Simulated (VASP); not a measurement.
# InGaO (P4/nmm) in VASP: density of states with PBE

Aim: the density of states of InGaO with PBE.

Everything below comes from runs of VASP 6.6.1. Logs are shortened: lines on timing, memory, paths and dates and some standing lists are left out, and cuts for length are marked.

## Step 1: Starting point

Symmetry: P4/nmm, No. 129, tetragonal system. The conventional cell has a = 3.650 Å, b = 3.650 Å, c = 8.177 Å, α = 90.00°, β = 90.00°, γ = 90.00°. Around In (site symmetry 4mm) lie 4 Ga at 3.32 Å and 8 In at 3.35 to 3.65 Å and 4 O at 3.53 Å. Ga (site symmetry 4mm) is surrounded by 4 O at 2.05 Å. O (site symmetry -4m2) has 4 Ga at 2.05 Å as nearest neighbours.

The cell was built by a generator and needn't be a form met in nature.

## Step 2: Density of states, PBE

Contents of POSCAR:

```
InGaO                                   
1.0
    3.6503526027      0.0000000000      0.0000000000
    0.0000000000      3.6503526027      0.0000000000
    0.0000000000      0.0000000000      8.1773271905
  In              Ga              O             
     2     2     2
Direct
     0.0000000000000000    0.5000000000000000    0.3697508567346994
     0.5000000000000000    0.0000000000000000    0.6302491432653006
     0.0000000000000000    0.5000000000000000    0.8846451396959381
     0.5000000000000000    0.0000000000000000    0.1153548603040616
     0.5000000000000000    0.5000000000000000    0.0000000000000000
     0.0000000000000000    0.0000000000000000    0.0000000000000000
```

Contents of INCAR.step1:

```
PREC = Accurate
ENCUT = 520
EDIFF = 1E-7
ISMEAR = 0
SIGMA = 0.1
LREAL = False
LASPH = True
NELM = 100
ALGO = Normal
ISIF = 2
LWAVE = False
LCHARG = True
GGA = PE
KPAR = 4
```

Contents of KPOINTS.step1:

```
regular mesh
0
Gamma
  8 8 4
```

Contents of INCAR.step2:

```
PREC = Accurate
ENCUT = 520
EDIFF = 1E-7
ISMEAR = -5
SIGMA = 0.1
LREAL = False
LASPH = True
NELM = 100
ALGO = Normal
ISIF = 2
LWAVE = False
LCHARG = False
GGA = PE
LORBIT = 11
KPAR = 4
NEDOS = 1001
ICHARG = 11
```

Contents of KPOINTS.step2:

```
regular mesh
0
Gamma
  12 12 6
```

Potentials or basis: VASP PAW PBE potentials, release 64 (In_d, Ga_d, O).

The run is started by

```sh
> cat potpaw_PBE.64/In_d/POTCAR potpaw_PBE.64/Ga_d/POTCAR potpaw_PBE.64/O/POTCAR > POTCAR
> cp INCAR.step1 INCAR
> cp KPOINTS.step1 KPOINTS
> mpirun -np 4 vasp_std > vasp.out
> cp INCAR.step2 INCAR
> cp KPOINTS.step2 KPOINTS
> mpirun -np 4 vasp_std > vasp.out
```

OUTCAR:

```text
PREC = Accurate
   ENCUT = 520
   EDIFF = 1E-7
   ISMEAR = -5
   LREAL = False
   LASPH = True
   NELM = 100
   ISIF = 2
   GGA = PE
   LORBIT = 11
   ICHARG = 11

 ion  position               nearest neighbor table
   1  0.000  0.500  0.370-   4 3.32   4 3.32   4 3.32   4 3.32   2 3.35   2 3.35   2 3.35   2 3.35

   2  0.500  0.000  0.630-   3 3.32   3 3.32   3 3.32   3 3.32   1 3.35   1 3.35   1 3.35   1 3.35

   3  0.000  0.500  0.885-   5 2.05   6 2.05   6 2.05   5 2.05   2 3.32   2 3.32   2 3.32   2 3.32

   4  0.500  0.000  0.115-   5 2.05   6 2.05   5 2.05   6 2.05   1 3.32   1 3.32   1 3.32   1 3.32

   5  0.500  0.500  0.000-   3 2.05   4 2.05   4 2.05   3 2.05
   6  0.000  0.000  0.000-   3 2.05   4 2.05   3 2.05   4 2.05

  LATTYP: Found a simple tetragonal cell.
 ALAT       =     3.6503526027
 C/A-ratio  =     2.2401472078

  Lattice vectors:

 A1 = (   3.6503526027,   0.0000000000,   0.0000000000)
 A2 = (   0.0000000000,   3.6503526027,   0.0000000000)
 A3 = (   0.0000000000,   0.0000000000,   8.1773271905)

Analysis of symmetry for initial positions (statically):
=====================================================================
 Subroutine PRICEL returns:
 Original cell was already a primitive cell.

 Routine SETGRP: Setting up the symmetry group for a
 simple tetragonal supercell.

 Subroutine GETGRP returns: Found 16 space group operations
 (whereof  8 operations were pure point group operations)
 out of a pool of 16 trial point group operations.

The static configuration has the point symmetry D_2d.
 The point group associated with its full space group is D_4h.

Analysis of symmetry for dynamics (positions and initial velocities):
=====================================================================
 Subroutine PRICEL returns:
 Original cell was already a primitive cell.

 Routine SETGRP: Setting up the symmetry group for a
 simple tetragonal supercell.

 Subroutine GETGRP returns: Found 16 space group operations
 (whereof  8 operations were pure point group operations)
 out of a pool of 16 trial point group operations.

The dynamic configuration has the point symmetry D_2d.
 The point group associated with its full space group is D_4h.

 Subroutine INISYM returns: Found 16 space group operations
 (whereof  8 operations are pure point group operations),
 and found     1 'primitive' translations

----------------------------------------------------------------------------------------

                                     Primitive cell

  volume of cell :     108.9635

  direct lattice vectors                    reciprocal lattice vectors
     3.650352603  0.000000000  0.000000000     0.273946139  0.000000000  0.000000000
     0.000000000  3.650352603  0.000000000     0.000000000  0.273946139  0.000000000
     0.000000000  0.000000000  8.177327190     0.000000000  0.000000000  0.122289347

  length of vectors
     3.650352603  3.650352603  8.177327190     0.273946139  0.273946139  0.122289347

  position of ions in fractional coordinates (direct lattice)
     0.000000000  0.500000000  0.369750857
     0.500000000  0.000000000  0.630249143
     0.000000000  0.500000000  0.884645140
     0.500000000  0.000000000  0.115354860
     0.500000000  0.500000000  0.000000000
     0.000000000  0.000000000  0.000000000

  ion indices of the primitive-cell ions
   primitive index   ion index
                 1           1
                 2           2
                 3           3
                 4           4
                 5           5
                 6           6

----------------------------------------------------------------------------------------

 KPOINTS: regular mesh

Automatic generation of k-mesh.
 Grid dimensions read from file:
 generate k-points for:   12   12    6

 Generating k-lattice:

  Cartesian coordinates                     Fractional coordinates (reciprocal lattice)
     0.022828845  0.000000000  0.000000000     0.083333333  0.000000000  0.000000000
     0.000000000  0.022828845  0.000000000     0.000000000  0.083333333  0.000000000
     0.000000000  0.000000000  0.020381558     0.000000000  0.000000000  0.166666667

  Length of vectors
     0.022828845  0.022828845  0.020381558

  Shift w.r.t. Gamma in fractional coordinates (k-lattice)
     0.000000000  0.000000000  0.000000000

 TETIRR: Found   1296 inequivalent tetrahedra from     5184

 Subroutine IBZKPT returns following result:
 ===========================================

 Found    112 irreducible k-points:

 Following reciprocal coordinates:
            Coordinates               Weight
  0.000000  0.000000  0.000000      1.000000
  0.083333  0.000000  0.000000      4.000000
  0.166667  0.000000  0.000000      4.000000
  0.250000  0.000000  0.000000      4.000000
  0.333333  0.000000  0.000000      4.000000
  0.416667  0.000000  0.000000      4.000000
[... 16 lines left out ...]
  0.333333  0.333333  0.000000      4.000000
  0.416667  0.333333  0.000000      8.000000
 [... further k-points ...]
   k-points           NKPTS =    112   k-points in BZ     NKDIM =    112   number of bands    NBANDS=     38
   number of dos      NEDOS =   1001   number of ions     NIONS =      6
   total plane-waves  NPLWV =  50176
   dimension x,y,z NGX =    28 NGY =   28 NGZ =   64
   dimension x,y,z NGXF=    56 NGYF=   56 NGZF=  128
   ions per type =               2   2   2
   NGX,Y,Z   is equivalent  to a cutoff of  12.75, 12.75, 13.01 a.u.
   NGXF,Y,Z  is equivalent  to a cutoff of  25.50, 25.50, 26.02 a.u.
 SYSTEM =  unknown system
   PREC   = accura    normal or accurate (medium, high low for compatibility)
   ISTART =      0    job   : 0-new  1-cont  2-samecut
   ICHARG =     11    charge: 1-file 2-atom 10-const
   ISPIN  =      1    spin polarized calculation?
   LNONCOLLINEAR =      F non collinear calculations
   LSORBIT =      F    spin-orbit coupling
   LASPH  =      T    aspherical Exc in radial PAW
   ENCUT  =  520.0 eV  38.22 Ry    6.18 a.u.   6.79  6.79 15.20*2*pi/ulx,y,z
   NELM   =    100;   NELMIN=  2; NELMDL=  0     # of ELM steps
   EDIFF  = 0.1E-06   stopping-criterion for ELM
   LREAL  =      F    real-space projection
   EDIFFG = 0.1E-05   stopping-criterion for IOM
   NSW    =      0    number of steps for IOM
   IBRION =     -1    ionic relax: 0-MD 1-quasi-New 2-CG
   NFREE  =      0    steps in history (QN), initial steepest desc. (CG)
   ISIF   =      2    stress and relaxation
   ISYM   =      2    0-nonsym 1-usesym 2-fastsym
   POTIM  = 0.5000    time-step for ionic-motion
   TEBEG  =    0.0;   TEEND  =   0.0 temperature during run
   PSTRESS=    0.0 pullay stress
   NELECT =      64.0000    total number of electrons
   NUPDOWN=      -1.0000    fix difference up-down
   EMIN   =  10.00;   EMAX   =-10.00  energy-range for DOS
   EFERMI =   0.00;   METHOD = LEGACY
   ISMEAR =    -5;   SIGMA  =   0.10  broadening in eV -4-tet -1-fermi 0-gaus
   EFERMI_NEDOS =   21; number of points for ismear=-14 and -15
   IALGO  =     38    algorithm
   IMIX   =      4    mixing-type and parameters
     AMIX     =   0.40;   BMIX     =  1.00
     AMIX_MAG =   1.60;   BMIX_MAG =  1.00
  volume/ion in A,a.u.               =      18.16       122.55
  Fermi-wavevector in a.u.,A,eV,Ry     =   1.371012  2.590836 25.574504  1.879673
  Thomas-Fermi vector in A             =   2.496747
   LORBIT       =     11    0 simple, 1 ext, 2 COOP (PROOUT), +10 PAW based schemes
   GGA     = PE    functional components
   LHFCALC =     F    Hartree Fock is set to
   AEXX    =    0.0000 exact exchange contribution
   IVDW    =     0    specifies the selected vdW correction
   LEPSILON=     F    determine dielectric tensor
   LRPA    =     F    only Hartree local field effects (RPA)
 non-spin polarized calculation
 Fermi weights with tetrahedron method with Bloechl corrections
  energy-cutoff  :      520.00
  volume of cell :      108.96
 maximum number of plane-waves:      2972
 NGX is ok and might be reduce to    28

 number of electron      63.9999991 magnetization

 Free energy of the ion-electron system (eV)
  ---------------------------------------------------
  ext. energy  EPLUGINS =         0.00000000
  ---------------------------------------------------
  free energy    TOTEN  =       -25.34601359 eV

  energy without entropy =      -25.34601359  energy(sigma->0) =      -25.34601359

 E-fermi :   5.9810     XC(G=0): -10.4122

 val. band max:        6.0691096091   @ k =   0.2500   0.2500   0.3333
 cond. band min:       5.9897552418   @ k =   0.4167   0.4167   0.3333
 fundamental gap:     -0.0793543673
 Fermi energy:         5.9810413271

 k-point     1 :       0.0000    0.0000    0.0000
  band No.  band energies     occupation
      1     -14.3234      2.00000
      2     -12.4648      2.00000
      3      -8.8735      2.00000
      4      -8.8735      2.00000
      5      -8.8509      2.00000
      6      -8.8063      2.00000
[... 30 lines left out ...]
     37      10.5828      0.00000
     38      10.5828      0.00000

 k-point     2 :       0.0833    0.0000    0.0000
  band No.  band energies     occupation
      1     -14.2892      2.00000
      2     -12.4904      2.00000
      3      -8.8715      2.00000
      4      -8.8693      2.00000
      5      -8.8447      2.00000
      6      -8.8058      2.00000
[... 30 lines left out ...]
     37      10.4120      0.00000
     38      10.6597      0.00000
[... 859 lines left out ...]
     37       8.5269      0.00000
     38      10.4811      0.00000

 k-point    24 :       0.4167    0.3333    0.0000
  band No.  band energies     occupation
      1     -13.3377      2.00000
      2     -13.0814      2.00000
      3      -8.8287      2.00000
      4      -8.8004      2.00000
      5      -8.7920      2.00000
      6      -8.7721      2.00000
[... 30 lines left out ...]
     37       8.2409      0.00000
     38       9.6340      0.00000

 [... further k-points ...]

------------------------ aborting loop because EDIFF is reached ----------------------------------------

  FORCE on cell =-STRESS in cart. coord.  units (eV):
  Direction    XX          YY          ZZ          XY          YZ          ZX
  --------------------------------------------------------------------------------------
  -------------------------------------------------------------------------------------
  Total        0.2886160      0.2886160      0.7083444      0.0000000      0.0000000      0.0000000
  in kB        4.2437512      4.2437512     10.4153538      0.0000000      0.0000000      0.0000000
  external PRESSURE =       6.3009521 kB  Pullay stress =       0.0000000 kB

 VOLUME and BASIS-vectors are now :
 -----------------------------------------------------------------------------
  energy-cutoff  :      520.00
  volume of cell :      108.96
      direct lattice vectors                 reciprocal lattice vectors
     3.650352603  0.000000000  0.000000000     0.273946139  0.000000000  0.000000000
     0.000000000  3.650352603  0.000000000     0.000000000  0.273946139  0.000000000
     0.000000000  0.000000000  8.177327190     0.000000000  0.000000000  0.122289347

 POSITION                                       TOTAL-FORCE (eV/Angst)
 -----------------------------------------------------------------------------------
      0.00000      1.82518      3.02357         0.000000     -0.000000     -0.009090
      1.82518      0.00000      5.15375        -0.000000     -0.000000      0.009090
      0.00000      1.82518      7.23403        -0.000000     -0.000000      0.011283
      1.82518      0.00000      0.94329         0.000000     -0.000000     -0.011283
      1.82518      1.82518      0.00000         0.000000     -0.000000      0.000000
      0.00000      0.00000      0.00000         0.000000      0.000000      0.000000
 -----------------------------------------------------------------------------------
    total drift:                                0.000000      0.000000      0.000000

  FREE ENERGIE OF THE ION-ELECTRON SYSTEM (eV)
  ---------------------------------------------------
  free  energy   TOTEN  =       -25.3460135934 eV

  energy  without entropy=      -25.3460135934  energy(sigma->0) =      -25.34601359

 total charge

# of ion       s       p       d       tot
------------------------------------------
    1        1.055   0.376   9.847  11.278
    2        1.055   0.376   9.847  11.278
    3        0.813   0.606  10.080  11.500
    4        0.813   0.606  10.080  11.500
    5        1.579   3.440   0.000   5.019
    6        1.579   3.440   0.000   5.019
--------------------------------------------------
tot          6.896   8.845  39.853  55.594
```

Run time: 2 min. Hardware: 4 MPI ranks of AMD EPYC 9R14 (Zen 4), shared host; peak memory 0.47 GiB.

What came out:

```yaml
Valence_electrons_inside_the_program's_atomic_spheres: In 11.28; Ga 11.50; O 5.02
```

States per cell in windows of 0.5 eV (zero at the Fermi level; states under -8 eV left out):
| from (eV) | total | O5_p | O6_p | In1_p | In2_p | In1_s | In2_s |
| --- | --- | --- | --- | --- | --- | --- | --- |
| -8.0 | 1.08 | 0.15 | 0.15 | 0.00 | 0.00 | 0.04 | 0.04 |
| -7.5 | 1.02 | 0.13 | 0.13 | 0.01 | 0.01 | 0.05 | 0.05 |
| -7.0 | 0.97 | 0.13 | 0.13 | 0.01 | 0.01 | 0.06 | 0.06 |
| -6.5 | 1.23 | 0.21 | 0.21 | 0.01 | 0.01 | 0.05 | 0.05 |
| -6.0 | 1.29 | 0.21 | 0.21 | 0.01 | 0.01 | 0.08 | 0.08 |
| -5.5 | 1.49 | 0.27 | 0.27 | 0.02 | 0.02 | 0.08 | 0.08 |
| -5.0 | 1.46 | 0.30 | 0.30 | 0.02 | 0.02 | 0.06 | 0.06 |
| -4.5 | 1.22 | 0.25 | 0.25 | 0.01 | 0.01 | 0.08 | 0.08 |
| -4.0 | 1.59 | 0.32 | 0.32 | 0.02 | 0.02 | 0.13 | 0.13 |
| -3.5 | 1.66 | 0.34 | 0.34 | 0.01 | 0.01 | 0.17 | 0.17 |
| -3.0 | 1.11 | 0.33 | 0.33 | 0.01 | 0.01 | 0.04 | 0.04 |
| -2.5 | 1.19 | 0.32 | 0.32 | 0.03 | 0.03 | 0.02 | 0.02 |
| -2.0 | 1.08 | 0.13 | 0.13 | 0.06 | 0.06 | 0.04 | 0.04 |
| -1.5 | 1.07 | 0.07 | 0.07 | 0.07 | 0.07 | 0.06 | 0.06 |
| -1.0 | 0.85 | 0.06 | 0.06 | 0.05 | 0.05 | 0.04 | 0.04 |
| -0.5 | 0.66 | 0.05 | 0.05 | 0.04 | 0.04 | 0.02 | 0.02 |
| 0.0 | 0.90 | 0.05 | 0.05 | 0.09 | 0.09 | 0.03 | 0.03 |
| 0.5 | 1.17 | 0.06 | 0.06 | 0.13 | 0.13 | 0.03 | 0.03 |
| 1.0 | 0.95 | 0.04 | 0.04 | 0.10 | 0.10 | 0.02 | 0.02 |
| 1.5 | 1.03 | 0.04 | 0.04 | 0.11 | 0.11 | 0.02 | 0.02 |
| 2.0 | 1.04 | 0.04 | 0.04 | 0.12 | 0.12 | 0.02 | 0.02 |
| 2.5 | 1.02 | 0.03 | 0.03 | 0.14 | 0.14 | 0.01 | 0.01 |
| 3.0 | 1.00 | 0.03 | 0.03 | 0.14 | 0.14 | 0.01 | 0.01 |
| 3.5 | 0.99 | 0.03 | 0.03 | 0.12 | 0.12 | 0.02 | 0.02 |
| 4.0 | 1.16 | 0.03 | 0.03 | 0.13 | 0.13 | 0.02 | 0.02 |
| 4.5 | 1.31 | 0.05 | 0.05 | 0.16 | 0.16 | 0.02 | 0.02 |
| 5.0 | 0.83 | 0.03 | 0.03 | 0.11 | 0.11 | 0.01 | 0.01 |
| 5.5 | 0.52 | 0.01 | 0.01 | 0.08 | 0.08 | 0.01 | 0.01 |
| 6.0 | 0.08 | 0.00 | 0.00 | 0.02 | 0.02 | 0.00 | 0.00 |
| 6.5 | 0.00 | 0.00 | 0.00 | 0.00 | 0.00 | 0.00 | 0.00 |

Caveat: tetrahedron occupations give inexact forces and stress in metals.
